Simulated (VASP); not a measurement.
Input:

```
BaF2
1.0
    0.00000     3.14422     3.14422
    3.14422     0.00000     3.14422
    3.14422     3.14422     0.00000
Ba F
1 2
Direct
  0.00000   0.00000   0.00000
  0.25000   0.25000   0.25000
  0.75000   0.75000   0.75000
```

All values below come from PBE GGA, VASP's PBE PAW potentials (set 64) (plane waves; VASP). Settings: 520 eV cut-off, 6×6×6 Γ-centred mesh, Gaussian smearing of 0.050 eV, potentials Ba_sv F.

Task: What does the run give for the energy per atom (σ→0)?

Result: 
```json
{
  "energy per atom (σ→0)": "-5.710 eV/atom"
}
```

The absolute energy has meaning only against runs of the same code, potentials and settings.

The compound is BaF2 in the fluorite structure. It was relaxed first.
